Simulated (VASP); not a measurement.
# CsReC2 (P4/mmm) in VASP: further runs, part 2 of 2

VASP 6.6.1.

### 3 Single point, PBE

This run uses another cell than the first one, of 19.41 Å³/atom, 1.230 times its volume.

Contents of INCAR:

```
ALGO = Normal
EDIFF = 1E-6
ENCUT = 520
GGA = PE
ISIF = 2
ISMEAR = 0
LASPH = True
LCHARG = False
LREAL = False
LWAVE = False
NBANDS = 20
NELM = 100
PREC = Accurate
SIGMA = 0.1
```

Contents of KPOINTS:

```
k-points
0
Gamma
  6 6 4
```

Contents of POSCAR:

```
CsReC2
1.0
    3.3859228400      0.0000000000      0.0000000000
    0.0000000000      3.3859228400      0.0000000000
    0.0000000000      0.0000000000      6.7718456800
Cs Re C
1 1 2
Direct
    0.0000000000      0.0000000000      0.5000000000
    0.0000000000      0.0000000000      0.0000000000
    0.5000000000      0.5000000000      0.2500000000
    0.5000000000      0.5000000000      0.7500000000
```

Potentials or basis: VASP PAW PBE potentials, release 64 (Cs_sv, Re, C).

Command:

```bash
$ cat potpaw_PBE.64/Cs_sv/POTCAR potpaw_PBE.64/Re/POTCAR potpaw_PBE.64/C/POTCAR > POTCAR
$ mpirun -np 1 vasp_std > vasp.out
```

OUTCAR:

```text
EDIFF = 1E-6
   ENCUT = 520
   GGA = PE
   ISIF = 2
   ISMEAR = 0
   LASPH = True
   LREAL = False
   NELM = 100
   PREC = Accurate

 ion  position               nearest neighbor table
   1  0.000  0.000  0.500-
   2  0.000  0.000  0.000-
   3  0.500  0.500  0.250-
   4  0.500  0.500  0.750-

  LATTYP: Found a simple tetragonal cell.
 ALAT       =     3.3859228400
 C/A-ratio  =     2.0000000000

  Lattice vectors:

 A1 = (   3.3859228400,   0.0000000000,   0.0000000000)
 A2 = (   0.0000000000,   3.3859228400,   0.0000000000)
 A3 = (   0.0000000000,   0.0000000000,   6.7718456800)

Analysis of symmetry for initial positions (statically):
=====================================================================
 Subroutine PRICEL returns:
 Original cell was already a primitive cell.

 Routine SETGRP: Setting up the symmetry group for a
 simple tetragonal supercell.

 Subroutine GETGRP returns: Found 16 space group operations
 (whereof 16 operations were pure point group operations)
 out of a pool of 16 trial point group operations.

The static configuration has the point symmetry D_4h.

Analysis of symmetry for dynamics (positions and initial velocities):
=====================================================================
 Subroutine PRICEL returns:
 Original cell was already a primitive cell.

 Routine SETGRP: Setting up the symmetry group for a
 simple tetragonal supercell.

 Subroutine GETGRP returns: Found 16 space group operations
 (whereof 16 operations were pure point group operations)
 out of a pool of 16 trial point group operations.

The dynamic configuration has the point symmetry D_4h.

 Subroutine INISYM returns: Found 16 space group operations
 (whereof 16 operations are pure point group operations),
 and found     1 'primitive' translations

----------------------------------------------------------------------------------------

                                     Primitive cell

  volume of cell :      77.6356

  direct lattice vectors                    reciprocal lattice vectors
     3.385922840  0.000000000  0.000000000     0.295340457  0.000000000  0.000000000
     0.000000000  3.385922840  0.000000000     0.000000000  0.295340457  0.000000000
     0.000000000  0.000000000  6.771845680     0.000000000  0.000000000  0.147670229

  length of vectors
     3.385922840  3.385922840  6.771845680     0.295340457  0.295340457  0.147670229

  position of ions in fractional coordinates (direct lattice)
     0.000000000  0.000000000  0.500000000
     0.000000000  0.000000000  0.000000000
     0.500000000  0.500000000  0.250000000
     0.500000000  0.500000000  0.750000000

  ion indices of the primitive-cell ions
   primitive index   ion index
                 1           1
                 2           2
                 3           3
                 4           4

----------------------------------------------------------------------------------------

 KPOINTS: k-points

Automatic generation of k-mesh.
 Grid dimensions read from file:
 generate k-points for:    6    6    4

 Generating k-lattice:

  Cartesian coordinates                     Fractional coordinates (reciprocal lattice)
     0.049223410  0.000000000  0.000000000     0.166666667  0.000000000  0.000000000
     0.000000000  0.049223410  0.000000000     0.000000000  0.166666667  0.000000000
     0.000000000  0.000000000  0.036917557     0.000000000  0.000000000  0.250000000

  Length of vectors
     0.049223410  0.049223410  0.036917557

  Shift w.r.t. Gamma in fractional coordinates (k-lattice)
     0.000000000  0.000000000  0.000000000

 Subroutine IBZKPT returns following result:
 ===========================================

 Found     30 irreducible k-points:

 Following reciprocal coordinates:
            Coordinates               Weight
  0.000000  0.000000  0.000000      1.000000
  0.166667  0.000000  0.000000      4.000000
  0.333333  0.000000  0.000000      4.000000
  0.500000  0.000000  0.000000      2.000000
  0.166667  0.166667  0.000000      4.000000
  0.333333  0.166667  0.000000      8.000000
[... 16 lines left out ...]
  0.333333  0.000000  0.500000      4.000000
  0.500000  0.000000  0.500000      2.000000
 [... further k-points ...]
   k-points           NKPTS =     30   k-points in BZ     NKDIM =     30   number of bands    NBANDS=     20
   number of dos      NEDOS =    301   number of ions     NIONS =      4
   total plane-waves  NPLWV =  39200
   dimension x,y,z NGX =    28 NGY =   28 NGZ =   50
   dimension x,y,z NGXF=    56 NGYF=   56 NGZF=  100
   ions per type =               1   1   2
   NGX,Y,Z   is equivalent  to a cutoff of  13.75, 13.75, 12.27 a.u.
   NGXF,Y,Z  is equivalent  to a cutoff of  27.50, 27.50, 24.55 a.u.
 SYSTEM =  unknown system
   PREC   = accura    normal or accurate (medium, high low for compatibility)
   ISTART =      0    job   : 0-new  1-cont  2-samecut
   ICHARG =      2    charge: 1-file 2-atom 10-const
   ISPIN  =      1    spin polarized calculation?
   LNONCOLLINEAR =      F non collinear calculations
   LSORBIT =      F    spin-orbit coupling
   LASPH  =      T    aspherical Exc in radial PAW
   ENCUT  =  520.0 eV  38.22 Ry    6.18 a.u.   6.30  6.30 12.59*2*pi/ulx,y,z
   NELM   =    100;   NELMIN=  2; NELMDL= -5     # of ELM steps
   EDIFF  = 0.1E-05   stopping-criterion for ELM
   LREAL  =      F    real-space projection
   EDIFFG = 0.1E-04   stopping-criterion for IOM
   NSW    =      0    number of steps for IOM
   IBRION =     -1    ionic relax: 0-MD 1-quasi-New 2-CG
   NFREE  =      0    steps in history (QN), initial steepest desc. (CG)
   ISIF   =      2    stress and relaxation
   ISYM   =      2    0-nonsym 1-usesym 2-fastsym
   POTIM  = 0.5000    time-step for ionic-motion
   TEBEG  =    0.0;   TEEND  =   0.0 temperature during run
   PSTRESS=    0.0 pullay stress
   NELECT =      24.0000    total number of electrons
   NUPDOWN=      -1.0000    fix difference up-down
   EMIN   =  10.00;   EMAX   =-10.00  energy-range for DOS
   EFERMI =   0.00;   METHOD = LEGACY
   ISMEAR =     0;   SIGMA  =   0.10  broadening in eV -4-tet -1-fermi 0-gaus
   EFERMI_NEDOS =   21; number of points for ismear=-14 and -15
   IALGO  =     38    algorithm
   IMIX   =      4    mixing-type and parameters
     AMIX     =   0.40;   BMIX     =  1.00
     AMIX_MAG =   1.60;   BMIX_MAG =  1.00
  volume/ion in A,a.u.               =      19.41       130.98
  Fermi-wavevector in a.u.,A,eV,Ry     =   1.106942  2.091817 16.671498  1.225321
  Thomas-Fermi vector in A             =   2.243450
   LORBIT       =      0    0 simple, 1 ext, 2 COOP (PROOUT), +10 PAW based schemes
   GGA     = PE    functional components
   LHFCALC =     F    Hartree Fock is set to
   AEXX    =    0.0000 exact exchange contribution
   IVDW    =     0    specifies the selected vdW correction
   LEPSILON=     F    determine dielectric tensor
   LRPA    =     F    only Hartree local field effects (RPA)
 non-spin polarized calculation
 Gauss-broadening in eV      SIGMA  =   0.10
  energy-cutoff  :      520.00
  volume of cell :       77.64
 maximum number of plane-waves:      2120
 NGX is ok and might be reduce to    28
   NGX = 13   NGY = 13   NGZ = 25

 number of electron      24.0000001 magnetization

 Free energy of the ion-electron system (eV)
  ---------------------------------------------------
  ext. energy  EPLUGINS =         0.00000000
  ---------------------------------------------------
  free energy    TOTEN  =       -18.24107084 eV

  energy without entropy =      -18.21657950  energy(sigma->0) =      -18.22882517

 E-fermi :   2.9594     XC(G=0): -10.5636

 val. band max:        2.9510370521   @ k =   0.0000   0.0000   0.5000
 cond. band min:       2.9937040619   @ k =   0.1667   0.0000   0.0000
 fundamental gap:      0.0426670098
 Fermi energy:         2.9594384832

 k-point     1 :       0.0000    0.0000    0.0000
  band No.  band energies     occupation
      1     -18.3192      2.00000
      2      -7.4970      2.00000
      3      -6.5813      2.00000
      4      -3.5613      2.00000
      5      -3.5613      2.00000
      6      -2.7866      2.00000
[... 12 lines left out ...]
     19       6.7237      0.00000
     20       9.6973      0.00000
[... 507 lines left out ...]
 k-point    24 :       0.5000    0.0000    0.5000
  band No.  band energies     occupation
      1     -17.7657      2.00000
      2      -7.9885      2.00000
      3      -5.8508      2.00000
      4      -5.3233      2.00000
      5      -3.7783      2.00000
      6      -3.0198      2.00000
[... 12 lines left out ...]
     19       7.6899      0.00000
     20       8.9531      0.00000

 [... further k-points ...]
[... 5 lines left out ...]
  --------------------------------------------------------------------------------------
  -------------------------------------------------------------------------------------
  Total       -9.6545456     -9.6545456     -6.2883639      0.0000000      0.0000000      0.0000000
  in kB     -199.2421649   -199.2421649   -129.7738181      0.0000000      0.0000000      0.0000000
  external PRESSURE =    -176.0860493 kB  Pullay stress =       0.0000000 kB

 VOLUME and BASIS-vectors are now :
 -----------------------------------------------------------------------------
  energy-cutoff  :      520.00
  volume of cell :       77.64
      direct lattice vectors                 reciprocal lattice vectors
     3.385922840  0.000000000  0.000000000     0.295340457  0.000000000  0.000000000
     0.000000000  3.385922840  0.000000000     0.000000000  0.295340457  0.000000000
     0.000000000  0.000000000  6.771845680     0.000000000  0.000000000  0.147670229

 POSITION                                       TOTAL-FORCE (eV/Angst)
 -----------------------------------------------------------------------------------
      0.00000      0.00000      3.38592         0.000000      0.000000      0.000000
      0.00000      0.00000      0.00000         0.000000      0.000000      0.000000
      1.69296      1.69296      1.69296         0.000000      0.000000     -4.185959
      1.69296      1.69296      5.07888        -0.000000     -0.000000      4.185959
 -----------------------------------------------------------------------------------
    total drift:                                0.000000      0.000000      0.000000

  FREE ENERGIE OF THE ION-ELECTRON SYSTEM (eV)
  ---------------------------------------------------
  free  energy   TOTEN  =       -18.2410708444 eV

  energy  without entropy=      -18.2165794972  energy(sigma->0) =      -18.22882517
```

OSZICAR:

```text
N       E                     dE             d eps       ncg     rms          rms(c)
DAV:   1     0.976918693200E+02    0.97692E+02   -0.10916E+04  1908   0.115E+03
DAV:   2    -0.168678254398E+02   -0.11456E+03   -0.10726E+03  2040   0.239E+02
DAV:   3    -0.275847865317E+02   -0.10717E+02   -0.10195E+02  1952   0.729E+01
DAV:   4    -0.278213083890E+02   -0.23652E+00   -0.23394E+00  1744   0.840E+00
[... 14 lines left out ...]
DAV:  19    -0.182410981338E+02   -0.12207E-04   -0.36772E-05  1976   0.444E-02    0.420E-02
DAV:  20    -0.182410797670E+02    0.18367E-04   -0.20997E-05  1768   0.213E-02    0.245E-02
DAV:  21    -0.182410719945E+02    0.77725E-05   -0.13498E-05  1780   0.188E-02    0.932E-03
DAV:  22    -0.182410708678E+02    0.11267E-05   -0.15168E-06  1068   0.749E-03    0.424E-03
DAV:  23    -0.182410708444E+02    0.23450E-07   -0.20606E-07   684   0.106E-02
   1 F= -.18241071E+02 E0= -.18228825E+02  d E =-.244913E-01
```

stdout:

```text
POSCAR found type information on POSCAR CsReC
 POSCAR found :  3 types and       4 ions
 scaLAPACK will be used
 LDA part: xc-table for (Slater+PW92), standard interpolation
 POSCAR, INCAR and KPOINTS ok, starting setup
 FFT: planning ... GRIDC
 FFT: planning ... GRID_SOFT
 FFT: planning ... GRID
 WAVECAR not read
 entering main loop
```

Wall time 62 s (1 thread of Intel Xeon 6975P-C (Granite Rapids), shared host); peak memory 0.2 GiB.

Results:

- Free energy: -18.2411 eV
- Pressure: -17.6 GPa
- Largest force: 4.186 eV/Å
- Band gap on the k mesh: none (metal or under the smearing width)

Forces in eV/Å, atoms in the order of the input:
```
Cs   0.000  0.000  0.000
Re   0.000  0.000  0.000
C    0.000  0.000 -4.186
C    0.000  0.000  4.186
```

Levels at points of the mesh, in eV from the Fermi level:
```
           k point  band 9  band 10  band 11  band 12  band 13  band 14  band 15  band 16
(0.00, 0.00, 0.00)   -0.83    -0.83    -0.81     0.78     0.82     1.07     1.07     2.19
(0.50, 0.00, 0.00)   -0.97    -0.91    -0.54    -0.07     0.36     1.13     1.27     1.76
(0.50, 0.50, 0.00)   -2.97    -0.82    -0.82    -0.47     1.13     1.49     1.54     1.57
(0.00, 0.00, 0.50)   -0.85    -0.47    -0.47    -0.01     0.41     0.41     0.78     2.51
(0.50, 0.00, 0.50)   -1.02    -0.89    -0.81    -0.15     0.41     0.71     1.44     2.13
(0.50, 0.50, 0.50)   -2.13    -2.13    -2.03    -0.79     0.41     1.54     2.52     2.52
```

Caveat: so large a pressure means that the cell lies far from this level's equilibrium, or that cutoff or potentials fall short; forces of over 1 eV/Å show positions far from the minimum, so gaps and moduli don't describe the material at rest. Spin-orbit coupling is left out, which matters for the levels of Cs, Re.
